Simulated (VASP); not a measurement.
## CdSi4O: relaxation of cell and atoms with BLYP+D3(BJ)

The system is CdSi4O.

```
Cd Si O
1.0
     0.00000    3.60175    3.60175
     3.60175    0.00000    3.60175
     3.60175    3.60175    0.00000
Cd Si O
1 4 1
Direct
  0.50000 0.50000 0.50000
  0.87672 0.87672 0.36984
  0.87672 0.36984 0.87672
  0.87672 0.87672 0.87672
  0.36984 0.87672 0.87672
  0.25000 0.25000 0.25000
```

The cell was built by a generator and needn't be a form met in nature.

```yaml
Program: VASP 6.6.1
Task: relaxation of cell and atoms
Functional: BLYP
Dispersion: D3(BJ)
Potentials_or_basis: VASP PAW PBE potentials, release 64 (Cd, Si, O)
Cutoff: 600 eV
k_mesh: 5 × 5 × 5
Occupations: fermi-dirac, width 0.05 eV
Spin: no spin polarisation
Further_INCAR_settings: ALGO = Normal; EDIFF = 1e-06; IBRION = 2; EDIFFG = -0.01; NSW = 40; ISIF = 3
```

| Item | Value |
| --- | --- |
| Relaxed volume | 15.28 Å³/atom |
| Relaxed cell | a = 5.061 Å, b = 5.061 Å, c = 5.061 Å, α = 60.00°, β = 60.00°, γ = 60.00° |
| Space group after relaxing (to 0.05 Å) | F-43m (No. 216) |
| Energy gained by relaxing | 1.6 meV/atom |
| Ionic steps | 3 |
| Pressure after relaxing | 0.0 GPa |
| Largest force after relaxing | 0.007 eV/Å |
| Band gap on the k mesh | none (metal or under the smearing width) |
| Dispersion energy per atom | -0.784 eV |

Forces on the atoms (eV/Å):
```
Cd   0.000  0.000  0.000
Si  -0.004 -0.004  0.004
Si  -0.004  0.004 -0.004
Si   0.004  0.004  0.004
Si   0.004 -0.004 -0.004
O    0.000  0.000  0.000
```

Step by step:
| step | energy change (eV) | largest force (eV/Å) | pressure (GPa) | volume (Å³) |
| --- | --- | --- | --- | --- |
| 1 | 0.0000 | 0.1046 | -1.54 | 93.45 |
| 2 | -0.0096 | 0.0069 | 0.22 | 91.44 |
| 3 | -0.0097 | 0.0066 | 0.00 | 91.66 |

Final structure:
```yaml
crystal:
  lattice:
    - [0.00000, 3.57862, 3.57862]
    - [3.57862, 0.00000, 3.57862]
    - [3.57862, 3.57862, 0.00000]
  atoms:
    - { symbol: Cd, position: [0.50000, 0.50000, 0.50000] }
    - { symbol: Si, position: [0.87708, 0.87708, 0.36876] }
    - { symbol: Si, position: [0.87708, 0.36876, 0.87708] }
    - { symbol: Si, position: [0.87708, 0.87708, 0.87708] }
    - { symbol: Si, position: [0.36876, 0.87708, 0.87708] }
    - { symbol: O, position: [0.25000, 0.25000, 0.25000] }
```

Levels at points of the mesh, in eV from the Fermi level:
| k point | band 13 | band 14 | band 15 | band 16 | band 17 | band 18 | band 19 | band 20 | band 21 |
| --- | --- | --- | --- | --- | --- | --- | --- | --- | --- |
| (0.00, 0.00, 0.00) | -3.93 | -3.93 | -1.62 | -1.62 | -1.62 | -1.23 | -0.76 | -0.76 | 4.29 |

Run time: 3.3 min on 1 thread of AMD EPYC 7R43 64-Core Processor (Zen 3), with other jobs on the host, peak memory 0.25 GiB.

Caveat: the PAW data sets were made with another functional, which shifts forces and pressure a little; pairwise dispersion overbinds metals, which lowers pressure and volume.
